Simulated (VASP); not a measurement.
Calculation: MS2 meta-GGA, VASP's PBE PAW potentials (set 64) (plane waves; VASP).

Input for VASP

**INCAR**
```
SYSTEM = CuZn
PREC = Accurate
ENCUT = 520
EDIFF = 1E-7
NELM = 100
ALGO = Normal
LREAL = .FALSE.
LASPH = .TRUE.
ISMEAR = -5
METAGGA = MS2
LMIXTAU = .TRUE.
LMAXMIX = 4
LWAVE = .FALSE.
LCHARG = .FALSE.
LORBIT = 11
NEDOS = 601
ISIF = 2
```

File POSCAR:
```
CuZn
1
    2.9006711563     0.0000000000     0.0000000000
    0.0000000000     2.9006711563     0.0000000000
   -0.0000000000     0.0000000000     2.9006711563
Zn Cu
1 1
Direct
  0.5000000000   0.5000000000   0.5000000000
  0.0000000000   0.0000000000   0.0000000000
```

File KPOINTS:
```
Automatic mesh
0
Gamma
14 14 14
0 0 0
```

### KPOINTS_OPT
```
k-points along high-symmetry lines
10
Line-mode
Reciprocal
  0.000000   0.000000   0.000000 ! GAMMA
  0.000000   0.500000   0.000000 ! X

  0.000000   0.500000   0.000000 ! X
  0.500000   0.500000   0.000000 ! M

  0.500000   0.500000   0.000000 ! M
  0.000000   0.000000   0.000000 ! GAMMA

  0.000000   0.000000   0.000000 ! GAMMA
  0.500000   0.500000   0.500000 ! R

  0.500000   0.500000   0.500000 ! R
  0.000000   0.500000   0.000000 ! X

  0.500000   0.500000   0.500000 ! R
  0.500000   0.500000   0.000000 ! M
```

POTCAR, in this order: Zn Cu (PBE.64 set). Program: vasp_std.

Output of the run:

**OSZICAR**
```
       N       E                     dE             d eps       ncg     rms          rms(c)
DAV:   1     0.942140112600E+02    0.94214E+02   -0.10905E+04  3712   0.240E+03
DAV:   2    -0.201693887304E+02   -0.11438E+03   -0.11185E+03  3614   0.322E+02
DAV:   3    -0.228870800472E+02   -0.27177E+01   -0.27050E+01  4421   0.685E+01
DAV:   4    -0.229049812247E+02   -0.17901E-01   -0.17903E-01  4322   0.484E+00
DAV:   5    -0.229051668143E+02   -0.18559E-03   -0.18558E-03  4773   0.530E-01    0.158E+01
DAV:   6    -0.135151723565E+02    0.93900E+01   -0.89899E+01  4187   0.241E+02    0.130E+01
DAV:   7    -0.865272070906E+01    0.48625E+01   -0.14795E+01  4563   0.179E+02    0.369E+00
DAV:   8    -0.854112761025E+01    0.11159E+00   -0.18773E+00  4316   0.265E+01    0.161E+00
DAV:   9    -0.855344452064E+01   -0.12317E-01   -0.31259E-01  3909   0.134E+01    0.109E+00
DAV:  10    -0.852992896233E+01    0.23516E-01   -0.57449E-02  4105   0.597E+00    0.377E-01
DAV:  11    -0.852625435828E+01    0.36746E-02   -0.53543E-03  4784   0.181E+00    0.133E-01
DAV:  12    -0.852654884054E+01   -0.29448E-03   -0.59170E-03  3852   0.204E+00    0.966E-02
DAV:  13    -0.852633293687E+01    0.21590E-03   -0.71005E-04  4044   0.757E-01    0.132E-02
DAV:  14    -0.852632747618E+01    0.54607E-05   -0.26785E-05  5284   0.979E-02    0.895E-03
DAV:  15    -0.852634449880E+01   -0.17023E-04   -0.16941E-06  4876   0.250E-02    0.637E-03
DAV:  16    -0.852634623356E+01   -0.17348E-05   -0.39423E-06  3952   0.649E-02    0.167E-03
DAV:  17    -0.852634762042E+01   -0.13869E-05   -0.16393E-07  2827   0.591E-03    0.194E-03
DAV:  18    -0.852634444345E+01    0.31770E-05   -0.92126E-08  1963   0.887E-03    0.907E-04
DAV:  19    -0.852634345779E+01    0.98566E-06   -0.13029E-07  1844   0.826E-03    0.192E-04
DAV:  20    -0.852634367931E+01   -0.22152E-06   -0.10083E-08  1821   0.232E-03    0.312E-05
DAV:  21    -0.852634387353E+01   -0.19421E-06   -0.25542E-09  1807   0.622E-04    0.269E-05
DAV:  22    -0.852634393499E+01   -0.61468E-07   -0.60463E-10  1821   0.617E-04
   1 F= -.85263439E+01 E0= -.85263439E+01  d E =0.000000E+00
       N       E                     dE             ncg
```

### OUTCAR
```
------------------------ aborting loop because EDIFF is reached ----------------------------------------
  FORCE on cell =-STRESS in cart. coord.  units (eV):
  Direction    XX          YY          ZZ          XY          YZ          ZX
  --------------------------------------------------------------------------------------
  Total        0.0118464      0.0118464      0.0118464      0.0000000      0.0000000     -0.0000000
  in kB        0.7776821      0.7776821      0.7776821      0.0000000      0.0000000     -0.0000000
  external PRESSURE =       0.7776821 kB  Pullay stress =       0.0000000 kB
  volume of cell :       24.41
      direct lattice vectors                 reciprocal lattice vectors
     2.900671156  0.000000000  0.000000000     0.344747800  0.000000000  0.000000000
     0.000000000  2.900671156  0.000000000     0.000000000  0.344747800  0.000000000
     0.000000000  0.000000000  2.900671156     0.000000000  0.000000000  0.344747800
 POSITION                                       TOTAL-FORCE (eV/Angst)
 -----------------------------------------------------------------------------------
      1.45034      1.45034      1.45034         0.000000      0.000000      0.000000
      0.00000      0.00000      0.00000         0.000000      0.000000      0.000000
 -----------------------------------------------------------------------------------
    total drift:                                0.000000      0.000000     -0.000000
  FREE ENERGIE OF THE ION-ELECTRON SYSTEM (eV)
  ---------------------------------------------------
  free  energy   TOTEN  =        -8.5263439350 eV

  energy  without entropy=       -8.5263439350  energy(sigma->0) =       -8.52634393

 total charge

# of ion       s       p       d       tot
------------------------------------------
    1        0.593   0.568   9.746  10.907
    2        0.475   0.457   9.197  10.129
--------------------------------------------------
tot          1.067   1.025  18.944  21.036
```
(Selected blocks of OUTCAR.)

For a metal the tetrahedron method with Blöchl corrections gives inexact stress and forces.

The compound is CuZn in the CsCl type structure. It was relaxed first. The electron count is odd and the run is not spin-polarised, which forces a metal.
